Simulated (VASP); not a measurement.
# C (space group Fd-3m): computed properties

Calculation: r2SCAN+rVV10, VASP's PBE PAW potentials (set 64) (plane waves; VASP).

```yaml
space_group: Fd-3m (227)
cell: a = 3.561 Å, b = 3.561 Å, c = 3.561 Å, α = 90.00°, β = 90.00°, γ = 90.00°
volume_per_atom: 5.64 Å³/atom
band gap (over mesh and band path): 4.30 eV
smallest direct gap (over mesh and band path): 5.84 eV
density: 3.53 g/cm³
mean ε∞ (independent particles): 5.73
```

Space group Fd-3m, origin choice 1 (No. 227); a = b = c = 3.5608 Å, α = β = γ = 90.00°

| atom | site | symmetry | x | y | z |
|---|---|---|---|---|---|
| C | 8a | -43m | 0.0000 | 0.0000 | 0.0000 |
(The calculation used a cell of 2 atoms; values per cell refer to that cell.)

The structure comes from a measured C entry (Fd-3m) of the Crystallography Open Database, whose conditions weren't checked. It was relaxed first. Symmetry was kept, so distortions that lower it aren't found.
